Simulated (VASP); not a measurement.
Output of a VASP run:

### OUTCAR
```
 ion  position               nearest neighbor table
   1  0.000  0.000  0.000-   2 1.56   2 1.56   2 1.56   2 1.56
   2  0.250  0.250  0.250-   1 1.56   1 1.56   1 1.56   1 1.56
  LATTYP: Found a face centered cubic cell.
 ALAT       =     3.5937637122
 Subroutine PRICEL returns:
 Original cell was already a primitive cell.
 Subroutine GETGRP returns: Found 24 space group operations
The static configuration has the point symmetry T_d .
The dynamic configuration has the point symmetry T_d .
 Subroutine INISYM returns: Found 24 space group operations
 Subroutine IBZKPT returns following result:
 Found     84 irreducible k-points:

 Following reciprocal coordinates:
            Coordinates               Weight
  0.000000  0.000000  0.000000      1.000000
  0.076923  0.000000  0.000000      8.000000
  0.153846  0.000000  0.000000      8.000000
  0.230769  0.000000  0.000000      8.000000
  0.307692  0.000000  0.000000      8.000000
  0.384615  0.000000  0.000000      8.000000
  0.461538  0.000000  0.000000      8.000000
  0.076923  0.076923  0.000000      6.000000
  0.153846  0.076923  0.000000     24.000000
  0.230769  0.076923  0.000000     24.000000
  0.307692  0.076923  0.000000     24.000000
  0.384615  0.076923  0.000000     24.000000
  0.461538  0.076923  0.000000     24.000000
 -0.461538  0.076923  0.000000     24.000000
 -0.384615  0.076923  0.000000     24.000000
 -0.307692  0.076923  0.000000     24.000000
 -0.230769  0.076923  0.000000     24.000000
 -0.153846  0.076923  0.000000     24.000000
 -0.076923  0.076923  0.000000     12.000000
  0.153846  0.153846  0.000000      6.000000
  0.230769  0.153846  0.000000     24.000000
  0.307692  0.153846  0.000000     24.000000
  0.384615  0.153846  0.000000     24.000000
  0.461538  0.153846  0.000000     24.000000
 -0.461538  0.153846  0.000000     24.000000
 -0.384615  0.153846  0.000000     24.000000
 -0.307692  0.153846  0.000000     24.000000
 -0.230769  0.153846  0.000000     24.000000
 -0.153846  0.153846  0.000000     12.000000
  0.230769  0.230769  0.000000      6.000000
  0.307692  0.230769  0.000000     24.000000
  0.384615  0.230769  0.000000     24.000000
  0.461538  0.230769  0.000000     24.000000
 -0.461538  0.230769  0.000000     24.000000
 -0.384615  0.230769  0.000000     24.000000
 -0.307692  0.230769  0.000000     24.000000
 -0.230769  0.230769  0.000000     12.000000
  0.307692  0.307692  0.000000      6.000000
  0.384615  0.307692  0.000000     24.000000
  0.461538  0.307692  0.000000     24.000000
   k-points           NKPTS =     84   k-points in BZ     NKDIM =     84   number of bands    NBANDS=      8
   number of dos      NEDOS =    301   number of ions     NIONS =      2
   total plane-waves  NPLWV =  13824
   dimension x,y,z NGX =    24 NGY =   24 NGZ =   24
   dimension x,y,z NGXF=    48 NGYF=   48 NGZF=   48
   ions per type =               1   1
   PREC   = accura    normal or accurate (medium, high low for compatibility)
   ISTART =      0    job   : 0-new  1-cont  2-samecut
   ICHARG =      2    charge: 1-file 2-atom 10-const
   ISPIN  =      1    spin polarized calculation?
   LNONCOLLINEAR =      F non collinear calculations
   LSORBIT =      F    spin-orbit coupling
   INIWAV =      1    electr: 0-lowe 1-rand  2-diag
   ENCUT  =  620.0 eV  45.57 Ry    6.75 a.u.   5.16  5.16  5.16*2*pi/ulx,y,z
   NELM   =    100;   NELMIN=  2; NELMDL= -5     # of ELM steps
   EDIFF  = 0.1E-05   stopping-criterion for ELM
   LREAL  =      F    real-space projection
   NLSPLINE    = F    spline interpolate recip. space projectors
   LMAXMIX     =    2 max onsite mixed and CHGCAR
   VOSKOWN=      0    Vosko Wilk Nusair interpolation
   EDIFFG = -.2E-01   stopping-criterion for IOM
   NSW    =     40    number of steps for IOM
   NBLOCK =      1;   KBLOCK =     40    inner block; outer block
   IBRION =      2    ionic relax: 0-MD 1-quasi-New 2-CG
...
```

OSZICAR:
```
       N       E                     dE             d eps       ncg     rms          rms(c)
DAV:   1     0.150902378289E+02    0.15090E+02   -0.57062E+03  1376   0.113E+03
DAV:   2    -0.181686705490E+02   -0.33259E+02   -0.32306E+02  1848   0.212E+02
DAV:   3    -0.184394287651E+02   -0.27076E+00   -0.27076E+00  1568   0.219E+01
DAV:   4    -0.184397186027E+02   -0.28984E-03   -0.28984E-03  1888   0.666E-01
DAV:   5    -0.184397186770E+02   -0.74284E-07   -0.74284E-07  1456   0.830E-03    0.678E+00
DAV:   6    -0.175393838451E+02    0.90033E+00   -0.34220E+00  1840   0.147E+01    0.333E+00
DAV:   7    -0.174603448731E+02    0.79039E-01   -0.10200E-01  1808   0.321E+00    0.192E+00
DAV:   8    -0.174451773336E+02    0.15168E-01   -0.42987E-02  1592   0.193E+00    0.201E-01
DAV:   9    -0.174454036872E+02   -0.22635E-03   -0.53844E-04  1416   0.265E-01    0.775E-02
DAV:  10    -0.174454777639E+02   -0.74077E-04   -0.13602E-04  1928   0.126E-01    0.159E-02
DAV:  11    -0.174454822585E+02   -0.44946E-05   -0.64627E-06  1536   0.266E-02    0.623E-03
DAV:  12    -0.174454823119E+02   -0.53447E-07   -0.10567E-06   704   0.958E-03
   1 F= -.16721250E+02 E0= -.16721250E+02  d E =-.167212E+02
```

OUTCAR:
```
------------------------ aborting loop because EDIFF is reached ----------------------------------------
  FORCE on cell =-STRESS in cart. coord.  units (eV):
  Direction    XX          YY          ZZ          XY          YZ          ZX
  --------------------------------------------------------------------------------------
  Total        0.7252355      0.7252355      0.7252355      0.0000000      0.0000000      0.0000000
  in kB      100.1384986    100.1384986    100.1384986      0.0000000      0.0000000      0.0000000
  external PRESSURE =       0.1384986 kB  Pullay stress =     100.0000000 kB
  volume of cell :       11.60
      direct lattice vectors                 reciprocal lattice vectors
     0.000000000  1.796881856  1.796881856    -0.278259808  0.278259808  0.278259808
     1.796881856  0.000000000  1.796881856     0.278259808 -0.278259808  0.278259808
     1.796881856  1.796881856  0.000000000     0.278259808  0.278259808 -0.278259808
  FREE ENERGIE OF THE ION-ELECTRON SYSTEM (eV)
  ---------------------------------------------------
  free  energy   TOTEN  =       -17.4454823119 eV

  energy  without entropy=      -17.4454823119  energy(sigma->0) =      -17.44548231
  enthalpy is  TOTEN    =       -16.7212498558 eV   P V=        0.7242324561

 reached required accuracy - stopping structural energy minimisation
```
(Selected blocks of OUTCAR.)

POSCAR:
```
BN
1
    0.0000000000     1.7968818561     1.7968818561
    1.7968818561     0.0000000000     1.7968818561
    1.7968818561     1.7968818561    -0.0000000000
B N
1 1
Direct
  0.0000000000   0.0000000000   0.0000000000
  0.2500000000   0.2500000000   0.2500000000
```

### Question
Reconstruct the remaining input files.

### Answer
One answer among several that fit: the input of the run itself, PBE GGA, plane waves, VASP's PBE PAW potentials (set 64).

**KPOINTS**
```
Automatic mesh
0
Gamma
13 13 13
0 0 0
```

INCAR:
```
PREC  =  Accurate
ENCUT  =  620
LASPH  =  .True.
EDIFFG  =  -0.02
NSW  =  40   # most ionic steps
ISIF  =  3   # ions, shape and volume
ALGO  =  Normal
LWAVE  =  .False.
SIGMA  =  0.05   # width (eV)
ISMEAR  =  0
NELM  =  100   # most electronic steps
GGA  =  PE
LREAL  =  .False.   # projection in real space or not
SYSTEM  =  BN
IBRION  =  2   # conjugate gradients
PSTRESS  =  100
LCHARG  =  .False.
EDIFF  =  1E-6
```

POTCAR, in this order: B N (PBE.64 set). Program: vasp_std.

The compound is BN in the zinc blende structure. It was relaxed first under an external pressure of 10 GPa.
